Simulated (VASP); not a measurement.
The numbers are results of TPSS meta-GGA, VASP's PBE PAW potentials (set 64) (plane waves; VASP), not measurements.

Input for VASP

File KPOINTS:
```
Regular mesh
0
Gamma
16 16 16
0 0 0
```

**POSCAR**
```
HfN
1
    0.0000000000     2.2631004089     2.2631004089
    2.2631004089     0.0000000000     2.2631004089
    2.2631004089     2.2631004089     0.0000000000
Hf N
1 1
Direct
  0.0000000000   0.0000000000   0.0000000000
  0.5000000000   0.5000000000   0.5000000000
```

KPOINTS_OPT:
```
k-points along high-symmetry lines
10
Line-mode
Reciprocal
  0.000000   0.000000   0.000000 ! GAMMA
  0.500000   0.000000   0.500000 ! X

  0.500000   0.000000   0.500000 ! X
  0.625000   0.250000   0.625000 ! U

  0.375000   0.375000   0.750000 ! K
  0.000000   0.000000   0.000000 ! GAMMA

  0.000000   0.000000   0.000000 ! GAMMA
  0.500000   0.500000   0.500000 ! L

  0.500000   0.500000   0.500000 ! L
  0.500000   0.250000   0.750000 ! W

  0.500000   0.250000   0.750000 ! W
  0.500000   0.000000   0.500000 ! X
```

INCAR:
```
SYSTEM = HfN
PREC = Accurate
ENCUT = 520
EDIFF = 1E-7
NELM = 100
ALGO = Normal
LREAL = .FALSE.
LASPH = .TRUE.
ISMEAR = -5
METAGGA = TPSS
LMIXTAU = .TRUE.
LMAXMIX = 6
LWAVE = .FALSE.
LCHARG = .FALSE.
LORBIT = 11
NEDOS = 601
ISIF = 2
```

POTCAR, in this order: Hf_pv N (PBE.64 set). Program: vasp_std.

The run wrote:

### OUTCAR
```
 ion  position               nearest neighbor table
   1  0.000  0.000  0.000-   2 2.26   2 2.26   2 2.26   2 2.26   2 2.26   2 2.26
   2  0.500  0.500  0.500-   1 2.26   1 2.26   1 2.26   1 2.26   1 2.26   1 2.26
  LATTYP: Found a face centered cubic cell.
 ALAT       =     4.5262008178
 Subroutine PRICEL returns:
 Original cell was already a primitive cell.
 Subroutine GETGRP returns: Found 48 space group operations
The static configuration has the point symmetry O_h .
The dynamic configuration has the point symmetry O_h .
 Subroutine INISYM returns: Found 48 space group operations
 Subroutine IBZKPT returns following result:
 Found    145 irreducible k-points:

 Following reciprocal coordinates:
            Coordinates               Weight
  0.000000  0.000000  0.000000      1.000000
  0.062500  0.000000  0.000000      8.000000
  0.125000  0.000000  0.000000      8.000000
  0.187500  0.000000  0.000000      8.000000
  0.250000  0.000000  0.000000      8.000000
  0.312500  0.000000  0.000000      8.000000
  0.375000  0.000000  0.000000      8.000000
  0.437500  0.000000  0.000000      8.000000
  0.500000  0.000000  0.000000      4.000000
...
```

**OSZICAR**
```
       N       E                     dE             d eps       ncg     rms          rms(c)
DAV:   1     0.652958951163E+02    0.65296E+02   -0.91605E+03  3222   0.147E+03
DAV:   2    -0.115433190359E+02   -0.76839E+02   -0.72183E+02  4332   0.337E+02
DAV:   3    -0.151311026698E+02   -0.35878E+01   -0.35423E+01  4409   0.584E+01
DAV:   4    -0.152018287675E+02   -0.70726E-01   -0.70313E-01  4603   0.743E+00
DAV:   5    -0.152031805612E+02   -0.13518E-02   -0.13482E-02  4452   0.762E-01    0.577E+01
DAV:   6    -0.251158578723E+02   -0.99127E+01   -0.11163E+01  3238   0.437E+01    0.336E+01
DAV:   7    -0.133976858683E+02    0.11718E+02   -0.50349E+01  3612   0.724E+01    0.245E+01
DAV:   8    -0.324623210263E+02   -0.19065E+02   -0.21667E+01  3394   0.399E+01    0.152E+01
DAV:   9    -0.291113203868E+02    0.33510E+01   -0.18154E+01  3899   0.297E+01    0.283E+01
DAV:  10    -0.259002945773E+02    0.32110E+01   -0.40139E+00  3653   0.154E+01    0.262E+01
DAV:  11    -0.273780512685E+02   -0.14778E+01   -0.12363E+00  3708   0.701E+00    0.310E+01
DAV:  12    -0.287677233077E+02   -0.13897E+01   -0.61566E+01  3681   0.486E+01    0.254E+01
DAV:  13    -0.255484581806E+02    0.32193E+01   -0.12964E+01  3709   0.245E+01    0.652E+00
DAV:  14    -0.258111690719E+02   -0.26271E+00   -0.22952E-01  3538   0.456E+00    0.573E+00
DAV:  15    -0.257450213664E+02    0.66148E-01   -0.77500E-02  3854   0.202E+00    0.427E+00
DAV:  16    -0.255824787303E+02    0.16254E+00   -0.16436E+00  3756   0.802E+00    0.353E+00
DAV:  17    -0.255740017996E+02    0.84769E-02   -0.89206E-02  3627   0.228E+00    0.241E+00
DAV:  18    -0.255943039339E+02   -0.20302E-01   -0.57542E-02  3803   0.153E+00    0.298E+00
DAV:  19    -0.255801736506E+02    0.14130E-01   -0.17776E-02  3743   0.914E-01    0.135E+00
DAV:  20    -0.255773293651E+02    0.28443E-02   -0.28887E-03  4125   0.419E-01    0.535E-01
DAV:  21    -0.255780415590E+02   -0.71219E-03   -0.20445E-04  3409   0.162E-01    0.506E-01
DAV:  22    -0.255749320702E+02    0.31095E-02   -0.70837E-03  3811   0.522E-01    0.232E-01
DAV:  23    -0.255746013346E+02    0.33074E-03   -0.13513E-03  4075   0.282E-01    0.951E-02
DAV:  24    -0.255746393697E+02   -0.38035E-04   -0.66159E-05  3648   0.762E-02    0.777E-02
DAV:  25    -0.255744977426E+02    0.14163E-03   -0.75723E-04  3758   0.177E-01    0.465E-02
DAV:  26    -0.255744941344E+02    0.36083E-05   -0.19365E-05  3689   0.439E-02    0.319E-02
DAV:  27    -0.255744941081E+02    0.26222E-07   -0.13346E-05  3721   0.243E-02    0.103E-02
DAV:  28    -0.255744936267E+02    0.48141E-06   -0.21790E-06  3885   0.112E-02    0.534E-03
DAV:  29    -0.255744954246E+02   -0.17979E-05   -0.13170E-07  2068   0.459E-03    0.201E-03
DAV:  30    -0.255744950711E+02    0.35350E-06   -0.58595E-08  1748   0.216E-03    0.159E-03
DAV:  31    -0.255744952887E+02   -0.21767E-06   -0.31942E-08  1721   0.145E-03    0.121E-03
DAV:  32    -0.255744954045E+02   -0.11571E-06   -0.69273E-09  1688   0.872E-04    0.765E-04
DAV:  33    -0.255744954456E+02   -0.41110E-07   -0.36210E-09  1658   0.413E-04
   1 F= -.25574495E+02 E0= -.25574495E+02  d E =0.000000E+00
       N       E                     dE             ncg
```

File OUTCAR:
```
------------------------ aborting loop because EDIFF is reached ----------------------------------------
  FORCE on cell =-STRESS in cart. coord.  units (eV):
  Direction    XX          YY          ZZ          XY          YZ          ZX
  --------------------------------------------------------------------------------------
  Total        0.0037966      0.0037966      0.0037966     -0.0000000     -0.0000000     -0.0000000
  in kB        0.2624031      0.2624031      0.2624031     -0.0000000     -0.0000000     -0.0000000
  external PRESSURE =       0.2624031 kB  Pullay stress =       0.0000000 kB
  volume of cell :       23.18
      direct lattice vectors                 reciprocal lattice vectors
     0.000000000  2.263100409  2.263100409    -0.220935844  0.220935844  0.220935844
     2.263100409  0.000000000  2.263100409     0.220935844 -0.220935844  0.220935844
     2.263100409  2.263100409  0.000000000     0.220935844  0.220935844 -0.220935844
 POSITION                                       TOTAL-FORCE (eV/Angst)
 -----------------------------------------------------------------------------------
      0.00000      0.00000      0.00000         0.000000     -0.000000     -0.000000
      2.26310      2.26310      2.26310        -0.000000      0.000000      0.000000
 -----------------------------------------------------------------------------------
    total drift:                                0.000000     -0.000000     -0.000000
  FREE ENERGIE OF THE ION-ELECTRON SYSTEM (eV)
  ---------------------------------------------------
  free  energy   TOTEN  =       -25.5744954456 eV

  energy  without entropy=      -25.5744954456  energy(sigma->0) =      -25.57449545

 total charge

# of ion       s       p       d       tot
------------------------------------------
    1        0.283   6.552   1.747   8.582
    2        1.247   2.524   0.000   3.772
--------------------------------------------------
tot          1.530   9.076   1.747  12.353
```
(Selected blocks of OUTCAR.)

For a metal the tetrahedron method with Blöchl corrections gives inexact stress and forces.

The compound is HfN in the rock salt structure. It was relaxed first. The electron count is odd and the run is not spin-polarised, which forces a metal.
